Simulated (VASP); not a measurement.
Here is the system:

```
CELL_PARAMETERS angstrom
      0.00000     2.13704     2.13704
      2.13704     0.00000     2.13704
      2.13704     2.13704     0.00000
ATOMIC_POSITIONS crystal
  Li 0.25000 0.25000 0.25000
  Li 0.75000 0.75000 0.75000
  O  0.00000 0.00000 0.00000
```

The numbers are results of PBE GGA, VASP's PBE PAW potentials (set 64) (plane waves; VASP 6.6.1), not measurements. Settings: 620 eV cut-off, 9×9×9 Γ-centred mesh, Gaussian smearing of 0.050 eV, potentials Li_sv O.

Energy and stress use the plane-wave basis of the starting cell.

Task: The ions, cell shape and volume at an external pressure of 45.0 GPa are relaxed. What does this cell relax into?

Result: 
```
CELL_PARAMETERS angstrom
      0.00000     2.08718     2.08718
      2.08718     0.00000     2.08718
      2.08718     2.08718     0.00000
ATOMIC_POSITIONS crystal
  Li 0.25000 0.25000 0.25000
  Li 0.75000 0.75000 0.75000
  O  0.00000 0.00000 0.00000
```
Space group Fm-3m (225), at a tolerance of 0.03 Å.

Task: How do energy and volume change from the first to the last step?

Result: The energy (σ→0) changes by +103.3 meV/atom and the volume by -6.8 %, in 3 ionic steps.

The compound is Li2O in the antifluorite structure. This run relaxes it under an external pressure of 45 GPa. Symmetry was kept, so distortions that lower it aren't found.
